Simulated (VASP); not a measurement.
Here is the system:

```xyz
3
Lattice="0.0000 2.9751 2.9751 2.9751 0.0000 2.9751 2.9751 2.9751 0.0000" Properties=species:S:1:pos:R:3 pbc="T T T"
Li     1.4875     1.4875     1.4875
Li     4.4626     4.4626     4.4626
Se     0.0000     0.0000     0.0000
```

All values below come from PBEsol GGA, VASP's PBE PAW potentials (set 64) (plane waves; VASP). Numerical set-up: 620 eV cut-off, 7×7×7 Γ-centred mesh, Gaussian smearing of 0.050 eV, potentials Li_sv Se.

Energy and stress use the plane-wave basis of the starting cell.

Task: The ions, cell shape and volume at an external pressure of 5.0 GPa are relaxed. Give the cell that the relaxation ends in.

Result: 
```xyz
3
Lattice="0.0000 2.8636 2.8636 2.8636 0.0000 2.8636 2.8636 2.8636 0.0000" Properties=species:S:1:pos:R:3 pbc="T T T"
Li     1.4318     1.4318     1.4318
Li     4.2955     4.2955     4.2955
Se     0.0000     0.0000     0.0000
```
Space group Fm-3m (225), at a tolerance of 0.03 Å.

Task: How do energy and volume change from the first to the last step?

Result: The energy (σ→0) changes by +25.7 meV/atom and the volume by -10.8 %, in 3 ionic steps.

The compound is Li2Se in the antifluorite structure. This run relaxes it under an external pressure of 5 GPa. Symmetry was kept, so distortions that lower it aren't found.
